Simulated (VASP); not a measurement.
Consider the following.

```yaml
crystal:
  lattice:
    - [2.93656, 0.00000, 0.00000]
    - [0.00000, 2.93656, 0.00000]
    - [0.00000, 0.00000, 2.93656]
  atoms:
    - { symbol: Zn, position: [0.50000, 0.50000, 0.50000] }
    - { symbol: Cu, position: [0.00000, 0.00000, 0.00000] }
```

These are PBE GGA, VASP's PBE PAW potentials (set 64) (plane waves; VASP) values and carry that method's errors. Settings: 520 eV cut-off, 12×12×12 Γ-centred mesh, first-order Methfessel-Paxton smearing of 0.10 eV, potentials Zn Cu.

### Question
Predict the energy per atom (σ→0), pressure, band gap (on the k-mesh) with the smallest direct gap where there is one.

### Answer

The band gap (on the k-mesh) is none (metal, semimetal or under 0.01 eV), the energy per atom (σ→0) comes out as -2500 meV/atom and the pressure comes out as 4.21 GPa.

The compound is CuZn in the CsCl type structure. This cell is one point of a volume scan, at 0.97 of the reference volume. The electron count is odd and the run is not spin-polarised, which forces a metal.
